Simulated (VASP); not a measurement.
Given:

```yaml
crystal:
  lattice:
    - [0.00000, 2.96910, 2.96910]
    - [2.96910, 0.00000, 2.96910]
    - [2.96910, 2.96910, 0.00000]
  atoms:
    - { symbol: In, position: [0.00000, 0.00000, 0.00000] }
    - { symbol: P, position: [0.25000, 0.25000, 0.25000] }
```

Level of theory: revPBE GGA, VASP's PBE PAW potentials (set 64) (plane waves; VASP). Settings: 520 eV cut-off, 8×8×8 Γ-centred mesh, Gaussian smearing of 0.050 eV, potentials In_d P.

Question: The job: InP (zinc blende), 2 atoms, revPBE, static run, 520 eV, 8×8×8 Γ-centred mesh. Roughly how much core time does it take on a busy server core?

Answer: About 10 core-seconds (one run on a shared machine, a rough figure). It had 29 irreducible k-points, 13 bands, up to 1424 plane waves and 16 electronic steps.

The compound is InP in the zinc blende structure. This cell is one point of a volume scan, at 0.97 of the reference volume.
